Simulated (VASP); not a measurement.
OSZICAR of a VASP run on TiSi (relaxed from the NiAs structure, space group P6_3/mmc):

OSZICAR:
```
       N       E                     dE             d eps       ncg     rms          rms(c)
DAV:   1     0.275313258877E+03    0.27531E+03   -0.14003E+04  1440   0.150E+03
DAV:   2    -0.203188812766E+02   -0.29563E+03   -0.28949E+03  1452   0.452E+02
DAV:   3    -0.541697980964E+02   -0.33851E+02   -0.32517E+02  2632   0.134E+02
DAV:   4    -0.562835827901E+02   -0.21138E+01   -0.21008E+01  1892   0.292E+01
DAV:   5    -0.564276820441E+02   -0.14410E+00   -0.14401E+00  2220   0.661E+00    0.179E+01
DAV:   6    -0.473903195440E+02    0.90374E+01   -0.42117E+01  1904   0.693E+01    0.551E+00
DAV:   7    -0.450439647777E+02    0.23464E+01   -0.32192E+00  1792   0.175E+01    0.348E+00
DAV:   8    -0.442354835159E+02    0.80848E+00   -0.15562E+00  1820   0.977E+00    0.124E+00
DAV:   9    -0.450363077645E+02   -0.80082E+00   -0.50415E-01  1616   0.632E+00    0.566E-01
DAV:  10    -0.450572221826E+02   -0.20914E-01   -0.76131E-02  2112   0.237E+00    0.336E-01
DAV:  11    -0.450765943060E+02   -0.19372E-01   -0.30624E-02  1612   0.144E+00    0.256E-01
DAV:  12    -0.450759650842E+02    0.62922E-03   -0.43394E-03  1940   0.576E-01    0.777E-02
DAV:  13    -0.450815840387E+02   -0.56190E-02   -0.11290E-02  1532   0.954E-01    0.489E-02
DAV:  14    -0.450824731566E+02   -0.88912E-03   -0.66006E-04  1912   0.230E-01    0.473E-02
DAV:  15    -0.450822036651E+02    0.26949E-03   -0.43389E-05  1876   0.613E-02    0.390E-02
DAV:  16    -0.450836362636E+02   -0.14326E-02   -0.10163E-03  1732   0.231E-01    0.278E-02
DAV:  17    -0.450837027621E+02   -0.66499E-04   -0.61033E-05  2236   0.598E-02    0.316E-02
DAV:  18    -0.450836490162E+02    0.53746E-04   -0.10958E-05  1436   0.262E-02    0.252E-02
DAV:  19    -0.450836864380E+02   -0.37422E-04   -0.21784E-05  1596   0.327E-02    0.948E-03
DAV:  20    -0.450837188308E+02   -0.32393E-04   -0.14716E-05  1372   0.321E-02    0.554E-03
DAV:  21    -0.450837309835E+02   -0.12153E-04   -0.81687E-06  1620   0.243E-02    0.682E-03
DAV:  22    -0.450837294037E+02    0.15798E-05   -0.48408E-06  1448   0.181E-02    0.285E-03
DAV:  23    -0.450837271016E+02    0.23021E-05   -0.15650E-06  1076   0.101E-02    0.499E-04
DAV:  24    -0.450837283762E+02   -0.12745E-05   -0.11782E-07   848   0.375E-03    0.635E-04
DAV:  25    -0.450837274901E+02    0.88609E-06   -0.43231E-08   836   0.196E-03
   1 F= -.45083727E+02 E0= -.45084096E+02  d E =-.450837E+02
       N       E                     dE             d eps       ncg     rms          rms(c)
DAV:   1    -0.450849412381E+02   -0.12129E-02   -0.39653E-02  1916   0.273E+00    0.321E-01
DAV:   2    -0.450838472309E+02    0.10940E-02   -0.12486E-02  1784   0.113E+00    0.937E-02
DAV:   3    -0.450837421961E+02    0.10503E-03   -0.77946E-04  1976   0.211E-01    0.403E-02
DAV:   4    -0.450836877092E+02    0.54487E-04   -0.23162E-04  2396   0.113E-01    0.208E-02
DAV:   5    -0.450837215695E+02   -0.33860E-04   -0.17730E-05  1660   0.384E-02    0.112E-02
DAV:   6    -0.450837009559E+02    0.20614E-04   -0.12505E-05  1816   0.320E-02    0.467E-03
DAV:   7    -0.450837656042E+02   -0.64648E-04   -0.24787E-05  2328   0.397E-02    0.444E-03
DAV:   8    -0.450837637557E+02    0.18484E-05   -0.18152E-06  1152   0.933E-03    0.381E-03
DAV:   9    -0.450837590205E+02    0.47353E-05   -0.12716E-07   772   0.355E-03    0.324E-03
DAV:  10    -0.450837447968E+02    0.14224E-04   -0.42294E-07   764   0.892E-03    0.110E-03
DAV:  11    -0.450837414238E+02    0.33730E-05   -0.50809E-07   764   0.490E-03    0.918E-04
DAV:  12    -0.450837408306E+02    0.59326E-06   -0.13634E-07   748   0.317E-03
   2 F= -.45083741E+02 E0= -.45084108E+02  d E =-.133405E-04
```

Q: Which electronic solver shows in the log?

A: It is blocked Davidson (ALGO = Normal, or the opening steps of other solvers). The INCAR had ALGO = Normal.

Q: Can the final energy be trusted as converged?

A: The calculation finished and met its thresholds. It stopped with EDIFF = 1E-6, NELM = 100, NSW = 60 and EDIFFG = -0.02 after 2 ionic steps (r2SCAN meta-GGA, plane waves, VASP's PBE PAW potentials (set 64)).

The structure was generated: TiSi was put into the NiAs type (P6_3/mmc), which need not be its known phase. This run relaxes it. Symmetry was kept, so distortions that lower it aren't found. The start is the result of an earlier pass.
